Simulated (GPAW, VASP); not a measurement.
A VASP calculation is set up with these files.

**POSCAR**
```
Te2Mo
1
    3.5011120000     0.0000000000     0.0000000000
   -1.7505560000     3.0320510000     0.0000000000
    0.0000000000     0.0000000000    14.3826550000
Te Mo
4 2
Direct
  0.3333330000   0.6666670000   0.6278200000
  0.6666670000   0.3333330000   0.3721800000
  0.6666670000   0.3333330000   0.1278200000
  0.3333330000   0.6666670000   0.8721800000
  0.3333330000   0.6666670000   0.2500000000
  0.6666670000   0.3333330000   0.7500000000
```

### INCAR
```
SYSTEM = Te2Mo
PREC = Accurate; ENCUT = 300; LREAL = .FALSE.
LASPH = .TRUE.
EDIFF = 1E-6; NELM = 100; ALGO = Normal
LMAXMIX = 4
ISMEAR = 0; SIGMA = 0.01
GGA = PS
ISIF = 2
LWAVE = .FALSE.; LCHARG = .FALSE.
```

KPOINTS:
```
Automatic mesh
0
Gamma
6 6 2
0 0 0
```

POTCAR, in this order: Te Mo_sv (PBE.64 set). Program: vasp_std.

### Question
Translate it to GPAW.

### Answer
One input that does it (PBEsol, GPAW PAW datasets PBEsol (made by gpaw-setup)):
```
from ase import Atoms
from ase.units import GPa
from gpaw import GPAW, PW, FermiDirac

atoms = Atoms(['Te', 'Te', 'Te', 'Te', 'Mo', 'Mo'],
              cell=[[3.501112, 0.000000, 0.000000],
                    [-1.750556, 3.032051, 0.000000],
                    [0.000000, 0.000000, 14.382655]],
              scaled_positions=[[0.333333, 0.666667, 0.627820],
                                [0.666667, 0.333333, 0.372180],
                                [0.666667, 0.333333, 0.127820],
                                [0.333333, 0.666667, 0.872180],
                                [0.333333, 0.666667, 0.250000],
                                [0.666667, 0.333333, 0.750000]],
              pbc=True)

calc = GPAW(mode=PW(550),
            xc='PBEsol',
            kpts={'size': (6, 6, 2), 'gamma': True},
            occupations=FermiDirac(0.0),
            nbands=-4,
            convergence={'density': 1e-05, 'bands': -2},
            symmetry={'symmorphic': False, 'tolerance': 0.0005},
            maxiter=100,
            txt='-')

atoms.calc = calc

energy = atoms.get_potential_energy()
print('Energy (eV):', round(energy, 6))
forces = atoms.get_forces()
print('Forces (eV/Ang):')
print(forces.round(5))
stress = atoms.get_stress()
print('Stress (GPa, Voigt):', (stress / GPa).round(4))
```
The two runs describe the same crystal, functional and task. Each code takes its own potentials, basis and convergence tests.

Fixed occupations appear in VASP as a very narrow Gaussian smearing.

The structure comes from a computed database's Te2Mo entry; how it stands against other phases isn't given here. The cell was not relaxed at this level, and it may have been scaled.
